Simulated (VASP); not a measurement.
Energy against volume of SiC (zinc blende). All values below come from PBE GGA with D3 dispersion (zero damping), VASP's PBE PAW potentials (set 64) (plane waves; VASP). Settings: 520 eV cut-off, 10×10×10 Γ-centred mesh, Gaussian smearing of 0.050 eV, potentials Si C.

| V (Å³/atom) | E (eV/atom) |
|---|---|
| 9.780 | -7.64626 |
| 10.092 | -7.66780 |
| 10.404 | -7.67459 |
| 10.716 | -7.66863 |

Question: Fit these four points and predict the energy of the run at 11.028 Å³/atom.

Answer: A cubic in V^(−2/3), the third-order Birch-Murnaghan form, passes through the four points with V0 = 10.41 Å³/atom and B0 = 218 GPa, and gives -7.6516 eV/atom there. The run gave -7.6517 eV/atom, -0.0 meV/atom from the fit; all five points give B0 = 217 GPa.

The compound is SiC in the zinc blende structure. It was relaxed first.
